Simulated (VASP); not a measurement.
An input for Quantum ESPRESSO's pw.x (written as the equivalent of a VASP run, and not itself run):

```
&CONTROL
  calculation = 'vc-relax'
  pseudo_dir = './pseudo'
  outdir = './out'
  tprnfor = .true.
  tstress = .true.
  nstep = 30
  forc_conv_thr = 0.00039
/
&SYSTEM
  ibrav = 0
  nat = 2
  ntyp = 1
  ecutwfc = 58
  occupations = 'smearing'
  smearing = 'methfessel-paxton'
  degauss = 0.00735
  input_dft = 'vdw-df-ob86'
/
&ELECTRONS
  conv_thr = 7.3e-09
  electron_maxstep = 100
/
&IONS
/
&CELL
  cell_dofree = 'shape'
/
ATOMIC_SPECIES
  Hf 178.490 Hf.upf
CELL_PARAMETERS angstrom
     1.5543803   -2.6922656    0.0000000
     1.5543803    2.6922656    0.0000000
     0.0000000    0.0000000    4.9172782
ATOMIC_POSITIONS crystal
  Hf   0.3333330  0.6666670  0.2500000
  Hf   0.6666670  0.3333330  0.7500000
K_POINTS automatic
  13 13 7 0 0 0
```

### Question
Write the VASP files for the same calculation (optB86b-vdW).

### Answer
One answer among several that fit: 
KPOINTS:
```
Automatic mesh
0
gamma
  13 13 7
0 0 0
```

### POSCAR
```
Hf
1
    1.5543802923    -2.6922656038     0.0000000000
    1.5543802923     2.6922656038     0.0000000000
    0.0000000000     0.0000000000     4.9172781941
Hf
2
Direct
  0.3333330000   0.6666670000   0.2500000000
  0.6666670000   0.3333330000   0.7500000000
```

INCAR:
```
NSW = 30
LCHARG = .False.
LWAVE = .False.
LREAL = .False.
ISIF = 4   ! ions and shape, fixed volume
PREC = Accurate
ALGO = Normal   ! blocked Davidson
ISMEAR = 1
SIGMA = 0.1   ! width (eV)
EDIFF = 1E-7
PARAM2 = 1.0
EDIFFG = -0.01   ! ionic stop
SYSTEM = Hf
LMAXMIX = 6   ! l cut-off of mixed one-centre charges
ENCUT = 520   ! plane-wave cut-off (eV)
IBRION = 2
PARAM1 = 0.1234
GGA = MK
LASPH = .True.   ! aspherical one-centre terms
AGGAC = 0.0
NELM = 100   ! most electronic steps
LUSE_VDW = .True.
```

POTCAR, in this order: Hf_pv (PBE.64 set). Program: vasp_std.

The two are equivalent in intent, not identical: the potentials are each code's own (VASP's PAW set, PseudoDojo norm-conserving files in pw.x), so ENCUT and ecutwfc are chosen apart and not converted; conv_thr bounds pw.x's estimated SCF error, while EDIFF bounds the energy change between steps; forc_conv_thr acts on force components and is met together with etot_conv_thr.

The compound is Hf in the hcp structure. This cell is one point of a volume scan, at 0.94 of the reference volume. Symmetry was kept, so distortions that lower it aren't found.
